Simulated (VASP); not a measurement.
Output of a VASP run:

**OSZICAR**
```
...
   8 F= -.15544561E+01 E0= -.15545274E+01  d E =-.675904E-01
       N       E                     dE             d eps       ncg     rms          rms(c)
DAV:   1    -0.315630539523E+02   -0.11239E+00   -0.35581E-01  2019   0.423E+00    0.112E+00
DAV:   2    -0.315565941103E+02    0.64598E-02   -0.30794E-02  2180   0.114E+00    0.225E-01
DAV:   3    -0.315552700203E+02    0.13241E-02   -0.84518E-03  2422   0.408E-01    0.301E-01
DAV:   4    -0.315549737883E+02    0.29623E-03   -0.10659E-03  2332   0.176E-01    0.776E-02
DAV:   5    -0.315548582457E+02    0.11554E-03   -0.58172E-04  2405   0.146E-01    0.791E-02
DAV:   6    -0.315548335714E+02    0.24674E-04   -0.14499E-04  2340   0.625E-02    0.165E-02
DAV:   7    -0.315548298282E+02    0.37432E-05   -0.16174E-05  2297   0.266E-02    0.150E-02
DAV:   8    -0.315548299364E+02   -0.10819E-06   -0.38728E-07  1265   0.385E-03
   9 F= -.15552913E+01 E0= -.15554126E+01  d E =-.835137E-03
       N       E                     dE             d eps       ncg     rms          rms(c)
DAV:   1    -0.315212347680E+02    0.33595E-01   -0.40117E-02  2019   0.142E+00    0.373E-01
DAV:   2    -0.315205169163E+02    0.71785E-03   -0.33299E-03  2187   0.374E-01    0.793E-02
DAV:   3    -0.315203729697E+02    0.14395E-03   -0.87593E-04  2420   0.132E-01    0.102E-01
DAV:   4    -0.315203425866E+02    0.30383E-04   -0.11555E-04  2361   0.583E-02    0.270E-02
DAV:   5    -0.315203327150E+02    0.98717E-05   -0.62479E-05  2390   0.482E-02    0.270E-02
DAV:   6    -0.315203341343E+02   -0.14194E-05   -0.17060E-05  2326   0.212E-02    0.587E-03
DAV:   7    -0.315203339973E+02    0.13704E-06   -0.17215E-06  1376   0.900E-03
  10 F= -.15555762E+01 E0= -.15556781E+01  d E =-.112005E-02
       N       E                     dE             d eps       ncg     rms          rms(c)
DAV:   1    -0.314269952102E+02    0.93339E-01   -0.33275E-01  2055   0.418E+00    0.918E-01
DAV:   2    -0.314208446268E+02    0.61506E-02   -0.85705E-02  2275   0.161E+00    0.601E-01
DAV:   3    -0.314177255452E+02    0.31191E-02   -0.16435E-02  2190   0.572E-01    0.221E-01
DAV:   4    -0.314174506674E+02    0.27488E-03   -0.15953E-03  2415   0.205E-01    0.102E-01
DAV:   5    -0.314173094882E+02    0.14118E-03   -0.66808E-04  2393   0.147E-01    0.106E-01
DAV:   6    -0.314173113707E+02   -0.18825E-05   -0.10407E-04  2351   0.486E-02    0.196E-02
DAV:   7    -0.314173105570E+02    0.81373E-06   -0.11420E-05  2103   0.169E-02    0.157E-02
DAV:   8    -0.314173100918E+02    0.46519E-06   -0.11152E-06  1238   0.585E-03
  11 F= -.15554255E+01 E0= -.15555406E+01  d E =0.150629E-03
       N       E                     dE             d eps       ncg     rms          rms(c)
DAV:   1    -0.314746912497E+02   -0.57381E-01   -0.92072E-02  2055   0.220E+00    0.481E-01
DAV:   2    -0.314730304906E+02    0.16608E-02   -0.25032E-02  2298   0.861E-01    0.325E-01
DAV:   3    -0.314720935921E+02    0.93690E-03   -0.48243E-03  2205   0.308E-01    0.117E-01
DAV:   4    -0.314720205957E+02    0.72996E-04   -0.47759E-04  2485   0.107E-01    0.544E-02
DAV:   5    -0.314719725522E+02    0.48044E-04   -0.20864E-04  2418   0.809E-02    0.567E-02
DAV:   6    -0.314719675968E+02    0.49553E-05   -0.29202E-05  2420   0.259E-02    0.112E-02
DAV:   7    -0.314719665186E+02    0.10783E-05   -0.33831E-06  1752   0.898E-03    0.867E-03
DAV:   8    -0.314719666619E+02   -0.14332E-06   -0.41320E-07  1083   0.342E-03
  12 F= -.15560488E+01 E0= -.15561676E+01  d E =-.472607E-03
```

### OUTCAR
```
------------------------ aborting loop because EDIFF is reached ----------------------------------------
  FORCE on cell =-STRESS in cart. coord.  units (eV):
  Direction    XX          YY          ZZ          XY          YZ          ZX
  --------------------------------------------------------------------------------------
  Total       29.9062935     29.9056757     29.9886474     -0.0000000      0.0000000      0.0000000
  in kB      449.8552290    449.8459354    451.0940090     -0.0000000      0.0000000      0.0000000
  external PRESSURE =       0.2650578 kB  Pullay stress =     450.0000000 kB
  volume of cell :      106.51
      direct lattice vectors                 reciprocal lattice vectors
     1.580488539 -2.737458172 -0.000000000     0.316357878 -0.182651193  0.000000000
     1.580488539  2.737458172  0.000000000     0.316357878  0.182651193  0.000000000
    -0.000000000  0.000000000 12.309249161    -0.000000000 -0.000000000  0.081239724
 POSITION                                       TOTAL-FORCE (eV/Angst)
 -----------------------------------------------------------------------------------
      1.58049      0.91249     11.07796         0.000000     -0.000000      0.019005
      1.58049     -0.91249      4.92334         0.000000     -0.000000      0.019005
      1.58049     -0.91249      1.23129         0.000000     -0.000000     -0.019005
      1.58049      0.91249      7.38591         0.000000      0.000000     -0.019005
      1.58049      0.91249      3.07731        -0.000000     -0.000000     -0.000000
      1.58049     -0.91249      9.23194         0.000000      0.000000     -0.000000
 -----------------------------------------------------------------------------------
    total drift:                                0.000140      0.001428     -0.000027
  FREE ENERGIE OF THE ION-ELECTRON SYSTEM (eV)
  ---------------------------------------------------
  free  energy   TOTEN  =       -31.4719666619 eV

  energy  without entropy=      -31.4723231107  energy(sigma->0) =      -31.47208548
  enthalpy is  TOTEN    =        -1.5560487805 eV   P V=       29.9159178814

 reached required accuracy - stopping structural energy minimisation
```
(Selected blocks of OUTCAR.)

POSCAR:
```
MoTe2
1
    1.6234829827    -2.8119426238     0.0000000000
    1.6234829827     2.8119426238     0.0000000000
    0.0000000000     0.0000000000    12.5108548780
Te Mo
4 2
Direct
  0.3333330000   0.6666670000   0.8972596656
  0.6666670000   0.3333330000   0.3972596656
  0.6666670000   0.3333330000   0.1027403344
  0.3333330000   0.6666670000   0.6027403344
  0.3333330000   0.6666670000   0.2500000000
  0.6666670000   0.3333330000   0.7500000000
```

Question: Reconstruct the remaining input files.

Answer: One answer among several that fit: the input of the run itself, PBE GGA, plane waves, VASP's PBE PAW potentials (set 64).

File KPOINTS:
```
Automatic mesh
0
Gamma
11 11 3
0 0 0
```

**INCAR**
```
SYSTEM = MoTe2
PREC = Accurate; ENCUT = 500; LREAL = .False.
LASPH = .True.
EDIFF = 1E-6; NELM = 100; ALGO = Normal
LMAXMIX = 4
ISMEAR = 1; SIGMA = 0.1
GGA = PE
IBRION = 2; NSW = 40; ISIF = 3
EDIFFG = -0.02; PSTRESS = 450
LWAVE = .False.; LCHARG = .False.
```

POTCAR, in this order: Te Mo_sv (PBE.64 set). Program: vasp_std.

Energy and stress use the plane-wave basis of the starting cell. Without a dispersion term in the relaxation, distances and binding between the weakly bound layers, chains or molecules are unreliable, and so is what depends on them.

The compound is MoTe2 in the 2H layered structure. This run relaxes it under an external pressure of 45 GPa. Symmetry was kept, so distortions that lower it aren't found.
